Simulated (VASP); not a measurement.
## Hf7BO16 (a cell with a defect): electric field gradients with PBE

Crystal: Hf7BO16 (a cell with a defect).

```
CELL_PARAMETERS angstrom
0.00000 5.11500 5.11500
5.11500 0.00000 5.11500
5.11500 5.11500 0.00000
ATOMIC_POSITIONS crystal
B 0.00000 0.00000 0.00000
Hf 0.00000 0.00000 0.50000
Hf 0.00000 0.50000 0.00000
Hf 0.00000 0.50000 0.50000
Hf 0.50000 0.00000 0.00000
Hf 0.50000 0.00000 0.50000
Hf 0.50000 0.50000 0.00000
Hf 0.50000 0.50000 0.50000
O 0.12500 0.12500 0.12500
O 0.12500 0.12500 0.62500
O 0.12500 0.62500 0.12500
O 0.12500 0.62500 0.62500
O 0.62500 0.12500 0.12500
O 0.62500 0.12500 0.62500
O 0.62500 0.62500 0.12500
O 0.62500 0.62500 0.62500
O 0.37500 0.37500 0.37500
O 0.37500 0.37500 0.87500
O 0.37500 0.87500 0.37500
O 0.37500 0.87500 0.87500
O 0.87500 0.37500 0.37500
O 0.87500 0.37500 0.87500
O 0.87500 0.87500 0.37500
O 0.87500 0.87500 0.87500
```

```json
{
 "Program": "VASP 6.6.1",
 "Task": "electric field gradients",
 "Functional": "PBE",
 "Potentials or basis": "VASP PAW PBE potentials, release 64 (B, Hf_pv, O)",
 "Cutoff": "520 eV",
 "k mesh": "3 × 3 × 3",
 "Occupations": "fermi-dirac, width 0.01 eV",
 "Spin": "no spin polarisation",
 "Dipole correction": "no",
 "Charge": "-1",
 "Further INCAR settings": "LREAL = Auto; ALGO = Fast; EDIFF = 1e-08; NBANDS = 102; NELECT = 170.0"
}
```

```json
{
  "Largest force": "0.242 eV/Å",
  "Band gap on the k mesh": "0.53 eV, direct"
}
```

Forces in eV/Å, atoms in the order of the input:
```
B    0.000  0.000  0.000
Hf   0.000  0.000  0.000
Hf   0.000  0.000  0.000
Hf   0.000  0.000  0.000
Hf   0.000  0.000  0.000
Hf   0.000  0.000  0.000
Hf   0.000  0.000  0.000
Hf   0.000  0.000  0.000
O   -0.140 -0.140 -0.140
O    0.140  0.140 -0.140
O    0.140 -0.140  0.140
O   -0.083  0.083  0.083
O   -0.140  0.140  0.140
O    0.083 -0.083  0.083
O    0.083  0.083 -0.083
O   -0.083 -0.083 -0.083
O    0.083  0.083  0.083
O   -0.083 -0.083  0.083
O   -0.083  0.083 -0.083
O    0.140 -0.140 -0.140
O    0.083 -0.083 -0.083
O   -0.140  0.140 -0.140
O   -0.140 -0.140  0.140
O    0.140  0.140  0.140
```

Levels at points of the mesh, in eV from the valence-band top:
| k point | band 82 | band 83 | band 84 | band 85 | band 86 | band 87 | band 88 | band 89 |
| --- | --- | --- | --- | --- | --- | --- | --- | --- |
| (0.00, 0.00, 0.00) | -0.82 | -0.23 | -0.23 | 0.00 | 0.53 | 3.40 | 3.40 | 3.51 |

Electric field gradients, principal values (V/Å²):
| atom | Vxx | Vyy | Vzz |
| --- | --- | --- | --- |
| 1 B | 0.000 | 0.000 | 0.001 |
| 2 Hf | 8.271 | 36.392 | -44.663 |
| 3 Hf | 8.271 | 36.392 | -44.663 |
| 4 Hf | 8.271 | 36.391 | -44.662 |
| 5 Hf | 8.271 | 36.392 | -44.663 |
| 6 Hf | 8.271 | 36.391 | -44.662 |
| 7 Hf | 8.271 | 36.391 | -44.662 |
| 8 Hf | 0.000 | 0.000 | -0.001 |
| 9 O | -22.095 | -22.095 | 44.189 |
| 10 O | -22.089 | -22.095 | 44.184 |
| 11 O | -22.089 | -22.095 | 44.184 |
| 12 O | -3.708 | -3.713 | 7.421 |
| 13 O | -22.089 | -22.095 | 44.184 |
| 14 O | -3.708 | -3.713 | 7.421 |
| 15 O | -3.708 | -3.713 | 7.421 |
| 16 O | -3.713 | -3.713 | 7.427 |
| 17 O | -3.713 | -3.713 | 7.427 |
| 18 O | -3.708 | -3.713 | 7.421 |
| 19 O | -3.708 | -3.713 | 7.421 |
| 20 O | -22.089 | -22.095 | 44.184 |
| 21 O | -3.708 | -3.713 | 7.421 |
| 22 O | -22.089 | -22.095 | 44.184 |
| 23 O | -22.089 | -22.095 | 44.184 |
| 24 O | -22.095 | -22.095 | 44.189 |

Wall time 9.6 min on 1 thread of Intel(R) Xeon(R) 6975P-C (Granite Rapids) (shared host), peak memory 0.43 GiB.

Caveat: the cell carries a net charge on a neutralising background, which shifts energy and pressure; the cell is charged against a uniform background, so pressure and absolute levels hang on convention; spin-orbit coupling is left out, which moves the levels of the heavy elements. Expect the measured gap to be larger: semilocal functionals such as PBE lack the derivative discontinuity.
